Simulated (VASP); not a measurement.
All values below come from PBE GGA, VASP's PBE PAW potentials (set 64) (plane waves; VASP).

VASP input:

File KPOINTS:
```
Regular mesh
0
gamma
14 14 14
0 0 0
```

### INCAR
```
SYSTEM = WS
PREC = Accurate
ENCUT = 400
EDIFF = 1E-7
NELM = 100
ALGO = Normal
LREAL = .FALSE.
LASPH = .TRUE.
ISMEAR = -5
GGA = PE
LMAXMIX = 6
LWAVE = .FALSE.
LCHARG = .TRUE.
LORBIT = 11
NEDOS = 601
ISIF = 2
```

**POSCAR**
```
WS
1
    3.0093148353     0.0000000000     0.0000000000
    0.0000000000     3.0093148353     0.0000000000
    0.0000000000     0.0000000000     3.0093148353
W S
1 1
Direct
  0.0000000000   0.0000000000   0.0000000000
  0.5000000000   0.5000000000   0.5000000000
```

POTCAR, in this order: W_sv S (PBE.64 set). Program: vasp_std.

The run wrote:

OUTCAR:
```
 ion  position               nearest neighbor table
   1  0.000  0.000  0.000-   2 2.61   2 2.61   2 2.61   2 2.61   2 2.61   2 2.61   2 2.61   2 2.61
  LATTYP: Found a simple cubic cell.
 ALAT       =     3.0093148353
 Subroutine PRICEL returns:
 Original cell was already a primitive cell.
 Subroutine GETGRP returns: Found 48 space group operations
The static configuration has the point symmetry O_h .
The dynamic configuration has the point symmetry O_h .
 Subroutine INISYM returns: Found 48 space group operations
 Subroutine IBZKPT returns following result:
 Found    120 irreducible k-points:

 Following reciprocal coordinates:
            Coordinates               Weight
  0.000000  0.000000  0.000000      1.000000
  0.071429  0.000000  0.000000      6.000000
  0.142857  0.000000  0.000000      6.000000
  0.214286  0.000000  0.000000      6.000000
  0.285714  0.000000  0.000000      6.000000
  0.357143  0.000000  0.000000      6.000000
  0.428571  0.000000  0.000000      6.000000
  0.500000  0.000000  0.000000      3.000000
  0.071429  0.071429  0.000000     12.000000
  0.142857  0.071429  0.000000     24.000000
  0.214286  0.071429  0.000000     24.000000
  0.285714  0.071429  0.000000     24.000000
  0.357143  0.071429  0.000000     24.000000
  0.428571  0.071429  0.000000     24.000000
  0.500000  0.071429  0.000000     12.000000
  0.142857  0.142857  0.000000     12.000000
  0.214286  0.142857  0.000000     24.000000
  0.285714  0.142857  0.000000     24.000000
  0.357143  0.142857  0.000000     24.000000
  0.428571  0.142857  0.000000     24.000000
  0.500000  0.142857  0.000000     12.000000
  0.214286  0.214286  0.000000     12.000000
  0.285714  0.214286  0.000000     24.000000
  0.357143  0.214286  0.000000     24.000000
  0.428571  0.214286  0.000000     24.000000
...
```

### OSZICAR
```
       N       E                     dE             d eps       ncg     rms          rms(c)
DAV:   1     0.117945960609E+03    0.11795E+03   -0.92011E+03  3368   0.129E+03
DAV:   2    -0.131207156176E+02   -0.13107E+03   -0.12878E+03  3894   0.338E+02
DAV:   3    -0.171825620624E+02   -0.40618E+01   -0.40012E+01  4226   0.564E+01
DAV:   4    -0.172217260159E+02   -0.39164E-01   -0.39249E-01  3750   0.592E+00
DAV:   5    -0.172221859286E+02   -0.45991E-03   -0.45865E-03  4092   0.652E-01    0.222E+01
DAV:   6    -0.166481987754E+02    0.57399E+00   -0.18477E+00  3984   0.128E+01    0.999E+00
DAV:   7    -0.166085249590E+02    0.39674E-01   -0.72706E-02  3654   0.236E+00    0.363E+00
DAV:   8    -0.166027934807E+02    0.57315E-02   -0.17650E-02  3930   0.100E+00    0.188E-01
DAV:   9    -0.166026009388E+02    0.19254E-03   -0.66450E-04  3666   0.264E-01    0.105E-01
DAV:  10    -0.166026228890E+02   -0.21950E-04   -0.87709E-05  3828   0.121E-01    0.301E-02
DAV:  11    -0.166026243039E+02   -0.14149E-05   -0.34818E-06  3774   0.222E-02    0.588E-03
DAV:  12    -0.166026252827E+02   -0.97874E-06   -0.36382E-07  3564   0.618E-03    0.128E-03
DAV:  13    -0.166026252864E+02   -0.37503E-08   -0.19067E-08  1752   0.114E-03
   1 F= -.16602625E+02 E0= -.16602625E+02  d E =0.000000E+00
```

**OUTCAR**
```
------------------------ aborting loop because EDIFF is reached ----------------------------------------
  FORCE on cell =-STRESS in cart. coord.  units (eV):
  Direction    XX          YY          ZZ          XY          YZ          ZX
  --------------------------------------------------------------------------------------
  Total       -0.0104885     -0.0104885     -0.0104885      0.0000000      0.0000000      0.0000000
  in kB       -0.6166277     -0.6166277     -0.6166277      0.0000000      0.0000000      0.0000000
  external PRESSURE =      -0.6166277 kB  Pullay stress =       0.0000000 kB
  volume of cell :       27.25
      direct lattice vectors                 reciprocal lattice vectors
     3.009314835  0.000000000  0.000000000     0.332301555  0.000000000  0.000000000
     0.000000000  3.009314835  0.000000000     0.000000000  0.332301555  0.000000000
     0.000000000  0.000000000  3.009314835     0.000000000  0.000000000  0.332301555
 POSITION                                       TOTAL-FORCE (eV/Angst)
 -----------------------------------------------------------------------------------
      0.00000      0.00000      0.00000         0.000000      0.000000      0.000000
      1.50466      1.50466      1.50466         0.000000      0.000000      0.000000
 -----------------------------------------------------------------------------------
    total drift:                                0.000000      0.000000      0.000000
  FREE ENERGIE OF THE ION-ELECTRON SYSTEM (eV)
  ---------------------------------------------------
  free  energy   TOTEN  =       -16.6026252864 eV

  energy  without entropy=      -16.6026252864  energy(sigma->0) =      -16.60262529

 total charge

# of ion       s       p       d       tot
------------------------------------------
    1        2.297   6.244   3.475  12.016
    2        1.320   2.297   0.000   3.616
--------------------------------------------------
tot          3.617   8.541   3.475  15.633
```
(Selected blocks of OUTCAR.)

File OUTCAR:
```
 val. band max:       12.6903992873   @ k =   0.2857   0.1429   0.0000

 cond. band min:      12.6685027932   @ k =   0.4286   0.3571   0.3571


 Fermi energy:        12.6345692905

 k-point     1 :       0.0000    0.0000    0.0000
  band No.  band energies     occupation
      1     -61.8116      2.00000
      2     -25.8993      2.00000
      3     -25.8993      2.00000
      4     -25.8993      2.00000
      5      -4.9868      2.00000
      6       8.0639      2.00000
      7       8.0639      2.00000
      8       9.7364      2.00000
      9       9.7364      2.00000
     10       9.7364      2.00000
     11      13.7990      0.00000
     12      13.7990      0.00000
     13      13.7990      0.00000
     14      14.9543      0.00000

 k-point     2 :       0.0714    0.0000    0.0000
  band No.  band energies     occupation
      1     -61.8107      2.00000
      2     -25.9204      2.00000
      3     -25.8974      2.00000
      4     -25.8974      2.00000
      5      -4.9047      2.00000
      6       7.7121      2.00000
      7       8.1150      2.00000
      8       9.6126      2.00000
      9       9.6126      2.00000
     10       9.8460      2.00000
     11      13.8283      0.00000
     12      13.9501      0.00000
     13      13.9501      0.00000
     14      15.3369      0.00000

 k-point     3 :       0.1429    0.0000    0.0000
  band No.  band energies     occupation
      1     -61.8081      2.00000
      2     -25.9792      2.00000
      3     -25.8921      2.00000
      4     -25.8921      2.00000
      5      -4.6646      2.00000
      6       6.7828      2.00000
      7       8.2635      2.00000
      8       9.2992      2.00000
      9       9.2992      2.00000
     10      10.2943      2.00000
     11      13.9122      0.00000
     12      14.3548      0.00000
     13      14.3548      0.00000
     14      16.2003      0.00000

 k-point     4 :       0.2143    0.0000    0.0000
  band No.  band energies     occupation
...
```

For a metal the tetrahedron method with Blöchl corrections gives inexact stress and forces. Unless said otherwise, spin-orbit coupling is left out, though it shifts the bands of the heavy elements here.

The structure was generated: WS was put into the CsCl type type (Pm-3m), which need not be its known phase. It was relaxed first, which changed the volume by -35 %.
